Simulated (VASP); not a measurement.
Calculation: r2SCAN meta-GGA with spin-orbit coupling, VASP's PBE PAW potentials (set 64) (plane waves; VASP).

The input files of a VASP run:

INCAR:
```
SYSTEM = BAs
PREC = Accurate
ENCUT = 520
EDIFF = 1E-6
NELM = 100
ALGO = Normal
LREAL = .FALSE.
LASPH = .TRUE.
ISMEAR = 0
SIGMA = 0.05
METAGGA = R2SCAN
LMIXTAU = .TRUE.
LMAXMIX = 4
LWAVE = .FALSE.
LCHARG = .FALSE.
LSORBIT = .TRUE.
MAGMOM = 0 0 0 0 0 0
GGA_COMPAT = .FALSE.
```

### KPOINTS
```
Automatic
0
gamma
  9 9 9
0 0 0
```

KPOINTS_OPT:
```
k-points along high-symmetry lines
8
Line-mode
Reciprocal
  0.000000   0.000000   0.000000 ! GAMMA
 -0.500000  -0.500000   0.000000 ! X

 -0.500000  -0.500000   0.000000 ! X
 -0.375000  -0.375000   0.250000 ! U

 -0.375000  -0.000000   0.375000 ! K
  0.000000   0.000000   0.000000 ! GAMMA

  0.000000   0.000000   0.000000 ! GAMMA
 -0.000000  -0.000000   0.500000 ! L

 -0.000000  -0.000000   0.500000 ! L
 -0.500000  -0.250000   0.250000 ! W

 -0.500000  -0.250000   0.250000 ! W
 -0.500000  -0.500000   0.000000 ! X
```

File POSCAR:
```
BAs
1
   -0.0000000000     2.3932101388     2.3932101388
    2.3932101388    -0.0000000000     2.3932101388
    2.3932101388     2.3932101388    -0.0000000000
B As
1 1
Direct
  0.0000000000   0.0000000000   0.0000000000
  0.2500000000   0.2500000000   0.2500000000
```

POTCAR, in this order: B As (PBE.64 set). Program: vasp_ncl.

What VASP printed:

File OSZICAR:
```
       N       E                     dE             d eps       ncg     rms          rms(c)
DAV:   1     0.792681757028E+01    0.79268E+01   -0.34880E+03  1760   0.910E+02
DAV:   2    -0.224940369703E+02   -0.30421E+02   -0.27800E+02  2568   0.150E+02
DAV:   3    -0.238489687772E+02   -0.13549E+01   -0.13467E+01  2208   0.304E+01
DAV:   4    -0.238552630016E+02   -0.62942E-02   -0.62933E-02  2024   0.242E+00
DAV:   5    -0.238552902357E+02   -0.27234E-04   -0.27234E-04  2128   0.157E-01    0.495E+00
DAV:   6    -0.222152438815E+02    0.16400E+01   -0.52372E-01  2008   0.724E+00    0.288E+00
DAV:   7    -0.220519030899E+02    0.16334E+00   -0.23256E-01  2072   0.459E+00    0.825E-01
DAV:   8    -0.220493061254E+02    0.25970E-02   -0.17364E-01  1760   0.437E+00    0.411E-01
DAV:   9    -0.222262812967E+02   -0.17698E+00   -0.19452E-02  1784   0.145E+00    0.178E-01
DAV:  10    -0.222388420618E+02   -0.12561E-01   -0.13422E-03  2128   0.366E-01    0.155E-01
DAV:  11    -0.222607365633E+02   -0.21895E-01   -0.21693E-03  1768   0.610E-01    0.707E-02
DAV:  12    -0.222655771602E+02   -0.48406E-02   -0.34446E-03  2048   0.673E-01    0.236E-02
DAV:  13    -0.222656791792E+02   -0.10202E-03   -0.70598E-05  1808   0.879E-02    0.148E-02
DAV:  14    -0.222657429077E+02   -0.63729E-04   -0.12678E-05  2016   0.412E-02    0.483E-03
DAV:  15    -0.222657368552E+02    0.60526E-05   -0.41977E-06  2080   0.236E-02    0.350E-03
DAV:  16    -0.222657376442E+02   -0.78907E-06   -0.46909E-07  1296   0.872E-03
   1 F= -.22265738E+02 E0= -.22265738E+02  d E =-.517021E-14  mag=    -0.0000    -0.0000    -0.0000
       N       E                     dE             ncg
```

**OUTCAR**
```
------------------------ aborting loop because EDIFF is reached ----------------------------------------
  FORCE on cell =-STRESS in cart. coord.  units (eV):
  Direction    XX          YY          ZZ          XY          YZ          ZX
  --------------------------------------------------------------------------------------
  Total       -0.0038372     -0.0038372     -0.0038372      0.0000000      0.0000000      0.0000000
  in kB       -0.2242587     -0.2242587     -0.2242587      0.0000000      0.0000000      0.0000000
  external PRESSURE =      -0.2242587 kB  Pullay stress =       0.0000000 kB
  volume of cell :       27.41
      direct lattice vectors                 reciprocal lattice vectors
     0.000000000  2.393210139  2.393210139    -0.208924403  0.208924403  0.208924403
     2.393210139  0.000000000  2.393210139     0.208924403 -0.208924403  0.208924403
     2.393210139  2.393210139  0.000000000     0.208924403  0.208924403 -0.208924403
  FREE ENERGIE OF THE ION-ELECTRON SYSTEM (eV)
  ---------------------------------------------------
  free  energy   TOTEN  =       -22.2657376442 eV

  energy  without entropy=      -22.2657376442  energy(sigma->0) =      -22.26573764

 Ion:    1  E_soc:     -0.0000090

 Ion:    2  E_soc:     -0.0204363
```
(Selected blocks of OUTCAR.)

The compound is BAs in the zinc blende structure. It was relaxed first.
